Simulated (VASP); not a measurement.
# CdSe (Cadmoselite): what each functional gives for the gap, part 2 of 3

Aim: the gap of CdSe (Cadmoselite) on one structure at many levels of theory. The starting structure is a measured crystal structure from the Crystallography Open Database. The atoms were first relaxed with LDA in that cell, in a run that isn't shown, and the relaxed structure is the one below. Meshes and data sets differ where the inputs say so.

VASP 6.6.1.

Results so far: LDA 0.416 eV; PBE 0.665 eV; r2SCAN 1.154 eV.

The database entry behind the starting cell has ideal inner coordinates that were not refined, so it need not match the best structure at ambient conditions.

## Step 5: Bands with TB-mBJ

Level of this step: TB-mBJ; plane waves and PAW (Cd, Se) (VASP).

TB-mBJ is a local potential fitted to gaps: it costs far less than a hybrid but gives no energy. Its energies, forces and stress mean nothing.

INCAR

```
SYSTEM = CdSe
PREC = Accurate
ENCUT = 350
EDIFF = 1E-06
NELM = 150
ISMEAR = 0
SIGMA = 0.03
LREAL = .FALSE.
ALGO = Normal
METAGGA = MBJ
LASPH = .TRUE.
NBANDS = 32
LORBIT = 11
LWAVE = .FALSE.
LCHARG = .FALSE.
KPAR = 8
```

POSCAR

```
CdSe
1.0
    4.2985000000      0.0000000000      0.0000000000
   -2.1492500000      3.7226101982      0.0000000000
    0.0000000000      0.0000000000      7.0152000000
Cd Se
2 2
Direct
    0.3333333333      0.6666666667      0.4998477097
    0.6666666667      0.3333333333      0.9998477097
    0.3333333333      0.6666666667      0.8751522903
    0.6666666667      0.3333333333      0.3751522903
```

KPOINTS

```
Automatic mesh
0
Gamma
6 6 4
0 0 0
```

KPOINTS_OPT

```
Line mode
10
Line-mode
Reciprocal
  0.00000000   0.00000000   0.00000000 GAMMA
  0.50000000   0.00000000   0.00000000 M

  0.50000000   0.00000000   0.00000000 M
  0.33333333   0.33333333   0.00000000 K

  0.33333333   0.33333333   0.00000000 K
  0.00000000   0.00000000   0.00000000 GAMMA

  0.00000000   0.00000000   0.00000000 GAMMA
  0.00000000   0.00000000   0.50000000 A

  0.00000000   0.00000000   0.50000000 A
  0.50000000   0.00000000   0.50000000 L

  0.50000000   0.00000000   0.50000000 L
  0.33333333   0.33333333   0.50000000 H

  0.33333333   0.33333333   0.50000000 H
  0.00000000   0.00000000   0.50000000 A

  0.50000000   0.00000000   0.50000000 L
  0.50000000   0.00000000   0.00000000 M

  0.33333333   0.33333333   0.00000000 K
  0.33333333   0.33333333   0.50000000 H
```

Potentials, in the order of the species: Cd and Se (PBE family, release 64).

Run with:

```
mpirun -np 8 vasp_std
```

What it wrote:

```text
[banner, memory and clock lines left out]
running    8 mpi-ranks, on    1 nodes
[...]
[... a notice as in an earlier step ...]

 [... a notice as in an earlier step ...]

 LDA part: xc-table for (None), standard interpolation
 POSCAR, INCAR and KPOINTS ok, starting setup
[...]
entering main loop
       N       E                     dE             d eps       ncg     rms          rms(c)
DAV:   1     0.988349656904E+03    0.98835E+03   -0.13374E+04  1360   0.738E+02
DAV:   2     0.791989383115E+03   -0.19636E+03   -0.18922E+03  1544   0.232E+02
DAV:   3     0.783585489422E+03   -0.84039E+01   -0.83646E+01  1648   0.489E+01
DAV:   4     0.783541549228E+03   -0.43940E-01   -0.43937E-01  1448   0.349E+00
[...]
DAV:  73     0.787931882845E+03    0.47284E-05   -0.10296E-10   672   0.642E-05    0.869E-06
DAV:  74     0.787931880149E+03   -0.26964E-05   -0.21850E-11   672   0.208E-05    0.145E-05
DAV:  75     0.787931879192E+03   -0.95674E-06   -0.61645E-12   672   0.101E-05
   1 F= 0.78793188E+03 E0= 0.78793188E+03  d E =-.215996E-17
 Start KPOINTS_OPT (optional k-point list driver)
k-point batch [1-21\90]
       N       E                     dE             ncg
DAV:   1     0.441944037890E+03   -0.13707E+05     1368
DAV:   2    -0.356812472699E+04   -0.40101E+04     1600
DAV:   3    -0.373271694424E+04   -0.16459E+03     1576
DAV:   4    -0.373362478818E+04   -0.90784E+00     1488
DAV:   5    -0.373363334599E+04   -0.85578E-02     1608
DAV:   6    -0.373363350292E+04   -0.15693E-03     1456
DAV:   7    -0.373363350651E+04   -0.35920E-05     1536
DAV:   8    -0.373363350664E+04   -0.13641E-06      992
[...]
k-point batch [85-90\90]
       N       E                     dE             ncg
DAV:   1     0.124629363369E+05   -0.57182E+04      392
DAV:   2     0.113506962192E+05   -0.11122E+04      448
DAV:   3     0.113063361972E+05   -0.44360E+02      464
DAV:   4     0.113061056368E+05   -0.23056E+00      432
DAV:   5     0.113061034328E+05   -0.22039E-02      472
DAV:   6     0.113061033931E+05   -0.39722E-04      440
DAV:   7     0.113061033922E+05   -0.85462E-06      416
```

Wall time 84 s (8 MPI ranks of Intel Xeon Platinum 8259CL at 2.50GHz (Skylake/Cascade Lake), shared host); peak memory 2.1 GiB.

Parts of OUTCAR (step 5):

```text
  Total      -58.8886868    -58.8886868    -58.9315790      0.0000000      0.0000000      0.0000000
  in kB     -840.5003553   -840.5003553   -841.1125425      0.0000000      0.0000000      0.0000000
  external PRESSURE =    -840.7044177 kB  Pullay stress =       0.0000000 kB

 POSITION                                       TOTAL-FORCE (eV/Angst)
 -----------------------------------------------------------------------------------
     -0.00000      2.48174      3.50653         0.000000     -0.000000     -0.017511
      2.14925      1.24087      7.01413         0.000000     -0.000000     -0.017511
     -0.00000      2.48174      6.13937        -0.000000      0.000000      0.017511
      2.14925      1.24087      2.63177         0.000000     -0.000000      0.017511
 -----------------------------------------------------------------------------------
    total drift:                                0.000001      0.000002      0.005134

  FREE ENERGIE OF THE ION-ELECTRON SYSTEM (eV)
  ---------------------------------------------------
  free  energy   TOTEN  =       787.9318791919 eV

  energy  without entropy=      787.9318791919  energy(sigma->0) =      787.93187919

[... 2 parts as in an earlier step ...]

[... 1 further part left out ...]
[key lines of the parts left out:]
E-fermi :   1.3729
```

TB-mBJ gives a direct gap of 2.026 eV. The least gap is +1.609 eV from that of LDA.

## Step 6: Bands with LDA + spin-orbit coupling

Spin-orbit coupling is switched on in this step.

INCAR

```
SYSTEM = CdSe
PREC = Accurate
ENCUT = 350
EDIFF = 1E-06
NELM = 100
ISMEAR = 0
SIGMA = 0.03
LREAL = .FALSE.
ALGO = Normal
GGA = CA
LNONCOLLINEAR = .TRUE.
MAGMOM = 0 0 0 0 0 0 0 0 0 0 0 0
NBANDS = 48
GGA_COMPAT = .FALSE.
LASPH = .TRUE.
LSORBIT = .TRUE.
LORBIT = 11
LWAVE = .FALSE.
LCHARG = .FALSE.
KPAR = 8
```

POSCAR is that of step 5.

KPOINTS is that of step 5.

KPOINTS_OPT is that of step 5.

Potentials, in the order of the species: Cd and Se (LDA family, release 64).

Run with:

```
mpirun -np 8 vasp_ncl
```

What it wrote:

```text
[banner, memory and clock lines left out]
running    8 mpi-ranks, on    1 nodes
[...]
[... a notice as in an earlier step ...]

 LDA part: xc-table for (Slater(with rela. corr.)+CA(PZ))
 , standard interpolation
 POSCAR, INCAR and KPOINTS ok, starting setup
[...]
entering main loop
       N       E                     dE             d eps       ncg     rms          rms(c)
DAV:   1     0.202147645039E+03    0.20215E+03   -0.13757E+04  2712   0.994E+02
DAV:   2    -0.239013003659E+01   -0.20454E+03   -0.19850E+03  3048   0.295E+02
DAV:   3    -0.142292874668E+02   -0.11839E+02   -0.11771E+02  3176   0.708E+01
DAV:   4    -0.143474516255E+02   -0.11816E+00   -0.11806E+00  3016   0.651E+00
[...]
DAV:  12    -0.135974629861E+02    0.39270E-05   -0.28981E-05  2976   0.399E-02    0.104E-02
DAV:  13    -0.135974597820E+02    0.32041E-05   -0.13535E-05  2968   0.298E-02    0.564E-03
DAV:  14    -0.135974599670E+02   -0.18499E-06   -0.15154E-06  2440   0.837E-03
   1 F= -.13597460E+02 E0= -.13597460E+02  d E =-.124929E-11  mag=     0.0000    -0.0000    -0.0000
 Start KPOINTS_OPT (optional k-point list driver)
k-point batch [1-28\90]
       N       E                     dE             ncg
DAV:   1     0.353730302006E+03   -0.15794E+05     2760
DAV:   2    -0.524123605645E+04   -0.55950E+04     3016
DAV:   3    -0.554601916925E+04   -0.30478E+03     3216
DAV:   4    -0.554894550399E+04   -0.29263E+01     3040
DAV:   5    -0.554897326560E+04   -0.27762E-01     3184
DAV:   6    -0.554897370862E+04   -0.44301E-03     3080
DAV:   7    -0.554897372015E+04   -0.11533E-04     2720
DAV:   8    -0.554897372052E+04   -0.37110E-06     2048
[...]
k-point batch [85-90\90]
       N       E                     dE             ncg
DAV:   1     0.156511997132E+05   -0.55430E+04      592
DAV:   2     0.144906195413E+05   -0.11606E+04      632
DAV:   3     0.144278349397E+05   -0.62785E+02      696
DAV:   4     0.144272902412E+05   -0.54470E+00      608
DAV:   5     0.144272865134E+05   -0.37278E-02      656
DAV:   6     0.144272864738E+05   -0.39587E-04      624
DAV:   7     0.144272864732E+05   -0.65411E-06      520
```

Run time: 69 s. Hardware: 8 MPI ranks; peak memory 3.4 GiB; 8.9 min of CPU time.

OUTCAR, selected parts (step 6):

```text
  Total       -1.2794210     -1.2794210     -1.2142196      0.0000000      0.0000000      0.0000000
  in kB      -18.2607879    -18.2607879    -17.3301883      0.0000000      0.0000000      0.0000000
  external PRESSURE =     -17.9505880 kB  Pullay stress =       0.0000000 kB

 POSITION                                       TOTAL-FORCE (eV/Angst)
 -----------------------------------------------------------------------------------
     -0.00000      2.48174      3.50653        -0.000000      0.000000     -0.011924
      2.14925      1.24087      7.01413         0.000000     -0.000000     -0.011924
     -0.00000      2.48174      6.13937         0.000000      0.000000      0.011924
      2.14925      1.24087      2.63177        -0.000000      0.000000      0.011924
 -----------------------------------------------------------------------------------
    total drift:                                0.000000     -0.000000     -0.000024

  FREE ENERGIE OF THE ION-ELECTRON SYSTEM (eV)
  ---------------------------------------------------
  free  energy   TOTEN  =       -13.5974599670 eV

  energy  without entropy=      -13.5974599670  energy(sigma->0) =      -13.59745997

 magnetization (x)
# of ion       s       p       d       tot
------------------------------------------
    1        0.000   0.000   0.000   0.000
    2        0.000   0.000   0.000   0.000
    3       -0.000   0.000  -0.000   0.000
    4        0.000   0.000  -0.000  -0.000
--------------------------------------------------
tot          0.000   0.000   0.000   0.000

 magnetization (y)
# of ion       s       p       d       tot
------------------------------------------
    1       -0.000   0.000   0.000  -0.000
    2        0.000   0.000   0.000   0.000
    3        0.000   0.000   0.000   0.000
    4        0.000   0.000   0.000   0.000
--------------------------------------------------
tot         -0.000   0.000   0.000  -0.000

 magnetization (z)
# of ion       s       p       d       tot
------------------------------------------
    1       -0.000  -0.000   0.000  -0.000
    2       -0.000  -0.000   0.000  -0.000
    3        0.000   0.000   0.000   0.000
    4        0.000   0.000  -0.000   0.000
--------------------------------------------------
tot         -0.000  -0.000  -0.000  -0.000

[... 1 part as in an earlier step ...]

[... 2 further parts left out ...]
[key lines of the parts left out:]
E-fermi :   1.0911
```

LDA + spin-orbit coupling gives a direct gap of 0.295 eV. The least gap is -0.121 eV from that of LDA.

## Step 7: Bands with r2SCAN + spin-orbit coupling

Edit INCAR of step 6 so:

```diff
@@ -9,3 +9,4 @@
 ALGO = Normal
-GGA = CA
+METAGGA = R2SCAN
+LASPH = .TRUE.
 LNONCOLLINEAR = .TRUE.
@@ -14,3 +15,2 @@
 GGA_COMPAT = .FALSE.
-LASPH = .TRUE.
 LSORBIT = .TRUE.
```

POSCAR is that of step 6.

KPOINTS is that of step 6.

KPOINTS_OPT is that of step 6.

The projector-augmented-wave data sets are Cd and Se (PBE family, release 64).

Run with:

```
mpirun -np 8 vasp_ncl
```

What it wrote:

```text
[... set-up lines as in an earlier step ...]
 entering main loop
       N       E                     dE             d eps       ncg     rms          rms(c)
DAV:   1     0.137575299472E+03    0.13758E+03   -0.14071E+04  2712   0.102E+03
DAV:   2    -0.697630156259E+02   -0.20734E+03   -0.20123E+03  3048   0.297E+02
DAV:   3    -0.815216231099E+02   -0.11759E+02   -0.11691E+02  3160   0.709E+01
DAV:   4    -0.816319422737E+02   -0.11032E+00   -0.11022E+00  3024   0.640E+00
[...]
DAV:  14    -0.718906241508E+02   -0.40232E-05   -0.38152E-05  2816   0.619E-02    0.130E-02
DAV:  15    -0.718906224960E+02    0.16549E-05   -0.52271E-06  2944   0.301E-02    0.979E-04
DAV:  16    -0.718906224371E+02    0.58816E-07   -0.10742E-07  1592   0.255E-03
   1 F= -.71890622E+02 E0= -.71890622E+02  d E =-.657802E-11  mag=     0.0000     0.0000    -0.0000
 Start KPOINTS_OPT (optional k-point list driver)
k-point batch [1-28\90]
       N       E                     dE             ncg
DAV:   1     0.138900580089E+03   -0.16009E+05     2768
DAV:   2    -0.556064970864E+04   -0.56996E+04     3048
DAV:   3    -0.585311185022E+04   -0.29246E+03     3232
DAV:   4    -0.585551130109E+04   -0.23995E+01     3024
DAV:   5    -0.585553213118E+04   -0.20830E-01     3160
DAV:   6    -0.585553246149E+04   -0.33031E-03     3056
DAV:   7    -0.585553246973E+04   -0.82446E-05     2664
DAV:   8    -0.585553246997E+04   -0.24377E-06     2024
[...]
k-point batch [85-90\90]
       N       E                     dE             ncg
DAV:   1     0.156044076241E+05   -0.55898E+04      592
DAV:   2     0.144218546512E+05   -0.11826E+04      648
DAV:   3     0.143619682295E+05   -0.59886E+02      680
DAV:   4     0.143614872554E+05   -0.48097E+00      592
DAV:   5     0.143614840365E+05   -0.32189E-02      640
DAV:   6     0.143614839957E+05   -0.40828E-04      608
DAV:   7     0.143614839948E+05   -0.83464E-06      536
```

The job ended after 5.3 min (8 MPI ranks; peak memory 4 GiB; 43 min of CPU time).

OUTCAR, selected parts (step 7):

```text
  Total        0.9605130      0.9605130      1.0106523      0.0000000      0.0000000      0.0000000
  in kB       13.7091109     13.7091109     14.4247330      0.0000000      0.0000000      0.0000000
  external PRESSURE =      13.9476516 kB  Pullay stress =       0.0000000 kB

 POSITION                                       TOTAL-FORCE (eV/Angst)
 -----------------------------------------------------------------------------------
     -0.00000      2.48174      3.50653         0.000000     -0.000000     -0.010527
      2.14925      1.24087      7.01413        -0.000000      0.000000     -0.010527
     -0.00000      2.48174      6.13937        -0.000000     -0.000000      0.010527
      2.14925      1.24087      2.63177         0.000000      0.000000      0.010527
 -----------------------------------------------------------------------------------
    total drift:                                0.000000     -0.000000     -0.005591

  FREE ENERGIE OF THE ION-ELECTRON SYSTEM (eV)
  ---------------------------------------------------
  free  energy   TOTEN  =       -71.8906224371 eV

  energy  without entropy=      -71.8906224371  energy(sigma->0) =      -71.89062244

 magnetization (x)
# of ion       s       p       d       tot
------------------------------------------
    1        0.000  -0.000   0.000  -0.000
    2       -0.000   0.000  -0.000   0.000
    3        0.000   0.000   0.000   0.000
    4        0.000   0.000   0.000   0.000
--------------------------------------------------
tot         -0.000  -0.000   0.000  -0.000

 magnetization (y)
# of ion       s       p       d       tot
------------------------------------------
    1        0.000   0.000   0.000   0.000
    2       -0.000  -0.000   0.000  -0.000
    3        0.000   0.000   0.000   0.000
    4        0.000   0.000  -0.000  -0.000
--------------------------------------------------
tot         -0.000  -0.000   0.000  -0.000

 magnetization (z)
# of ion       s       p       d       tot
------------------------------------------
    1        0.000  -0.000   0.000   0.000
    2       -0.000  -0.000   0.000  -0.000
    3       -0.000   0.000  -0.000  -0.000
    4        0.000   0.000   0.000   0.000
--------------------------------------------------
tot          0.000  -0.000   0.000  -0.000

[... 2 parts as in an earlier step ...]

[... 1 further part left out ...]
[key lines of the parts left out:]
E-fermi :   0.9075
```

r2SCAN + spin-orbit coupling gives a direct gap of 1.038 eV. The least gap is -0.116 eV from that of r2SCAN.

## Step 8: Bands with TB-mBJ + spin-orbit coupling

Edit INCAR of step 7 so:

```diff
@@ -4,3 +4,3 @@
 EDIFF = 1E-06
-NELM = 100
+NELM = 150
 ISMEAR = 0
@@ -9,3 +9,3 @@
 ALGO = Normal
-METAGGA = R2SCAN
+METAGGA = MBJ
 LASPH = .TRUE.
```

POSCAR is that of step 7.

KPOINTS is that of step 7.

KPOINTS_OPT is that of step 7.

Run with:

```
mpirun -np 8 vasp_ncl
```

What it wrote:

```text
[... set-up lines as in an earlier step ...]
 entering main loop
       N       E                     dE             d eps       ncg     rms          rms(c)
DAV:   1     0.996695011609E+03    0.99670E+03   -0.13837E+04  2720   0.995E+02
DAV:   2     0.794418090486E+03   -0.20228E+03   -0.19656E+03  3064   0.292E+02
DAV:   3     0.783544424990E+03   -0.10874E+02   -0.10814E+02  3200   0.676E+01
DAV:   4     0.783444953153E+03   -0.99472E-01   -0.99401E-01  3008   0.603E+00
[...]
DAV:  59     0.787830704591E+03   -0.10633E-05    0.38185E-12  1344   0.484E-06    0.923E-06
DAV:  60     0.787830702575E+03   -0.20156E-05    0.14105E-13  1344   0.634E-06    0.146E-05
DAV:  61     0.787830701885E+03   -0.69034E-06    0.20827E-12  1344   0.326E-06
   1 F= 0.78783070E+03 E0= 0.78783070E+03  d E =-.619572E-11  mag=     0.0000    -0.0000     0.0000
 Start KPOINTS_OPT (optional k-point list driver)
k-point batch [1-28\90]
       N       E                     dE             ncg
DAV:   1     0.852141529807E+03   -0.15296E+05     2784
DAV:   2    -0.470548196489E+04   -0.55576E+04     3072
DAV:   3    -0.497421637953E+04   -0.26873E+03     3240
DAV:   4    -0.497642816492E+04   -0.22118E+01     3048
DAV:   5    -0.497645149315E+04   -0.23328E-01     3152
DAV:   6    -0.497645197230E+04   -0.47915E-03     3104
DAV:   7    -0.497645198729E+04   -0.14993E-04     2768
DAV:   8    -0.497645198787E+04   -0.57231E-06     2152
[...]
k-point batch [85-90\90]
       N       E                     dE             ncg
DAV:   1     0.157577260859E+05   -0.54364E+04      600
DAV:   2     0.146082273464E+05   -0.11495E+04      648
DAV:   3     0.145531166440E+05   -0.55111E+02      688
DAV:   4     0.145526518666E+05   -0.46478E+00      616
DAV:   5     0.145526479365E+05   -0.39301E-02      648
DAV:   6     0.145526478727E+05   -0.63785E-04      624
DAV:   7     0.145526478709E+05   -0.18533E-05      552
DAV:   8     0.145526478708E+05   -0.64121E-07      408
```

Elapsed: 5.7 min, on 8 MPI ranks; peak memory 4.3 GiB; 41 min of CPU time.

From OUTCAR (step 8):

```text
  Total      -58.8992285    -58.8992285    -58.9348805      0.0000000     -0.0000000      0.0000000
  in kB     -840.6508141   -840.6508141   -841.1596643      0.0000000     -0.0000000      0.0000000
  external PRESSURE =    -840.8204309 kB  Pullay stress =       0.0000000 kB

 POSITION                                       TOTAL-FORCE (eV/Angst)
 -----------------------------------------------------------------------------------
     -0.00000      2.48174      3.50653         0.000000      0.000000     -0.019099
      2.14925      1.24087      7.01413        -0.000000      0.000000     -0.019099
     -0.00000      2.48174      6.13937        -0.000000      0.000000      0.019099
      2.14925      1.24087      2.63177         0.000000     -0.000000      0.019099
 -----------------------------------------------------------------------------------
    total drift:                                0.000000     -0.000000      0.011390

  FREE ENERGIE OF THE ION-ELECTRON SYSTEM (eV)
  ---------------------------------------------------
  free  energy   TOTEN  =       787.8307018851 eV

  energy  without entropy=      787.8307018851  energy(sigma->0) =      787.83070189

 magnetization (x)
# of ion       s       p       d       tot
------------------------------------------
    1       -0.000   0.000  -0.000  -0.000
    2        0.000   0.000   0.000   0.000
    3       -0.000   0.000   0.000   0.000
    4        0.000  -0.000  -0.000  -0.000
--------------------------------------------------
tot         -0.000   0.000  -0.000   0.000

 magnetization (y)
# of ion       s       p       d       tot
------------------------------------------
    1        0.000   0.000   0.000   0.000
    2        0.000   0.000   0.000   0.000
    3        0.000  -0.000   0.000  -0.000
    4       -0.000  -0.000   0.000  -0.000
--------------------------------------------------
tot         -0.000  -0.000   0.000  -0.000

 magnetization (z)
# of ion       s       p       d       tot
------------------------------------------
    1        0.000   0.000   0.000   0.000
    2        0.000   0.000   0.000   0.000
    3        0.000   0.000   0.000   0.000
    4        0.000  -0.000   0.000  -0.000
--------------------------------------------------
tot          0.000   0.000   0.000   0.000

[... 2 parts as in an earlier step ...]

[... 1 further part left out ...]
[key lines of the parts left out:]
E-fermi :   1.4328
```

TB-mBJ + spin-orbit coupling gives a direct gap of 1.915 eV. The least gap is -0.111 eV from that of TB-mBJ.

[end of part 2 of 3]

[Lines on the potential files, build, host, timing and source positions are cut from VASP's logs without a mark.]

[Logs are printed without paths, hosts, clocks, repeated set-up lines and the standing remarks that a program may print on its own settings, such as how far it seeks lower states.]

[Hosts, paths, dates, database ids (printed as entryN), source tags and the programs' standing remarks are cut or masked in the printed files.]
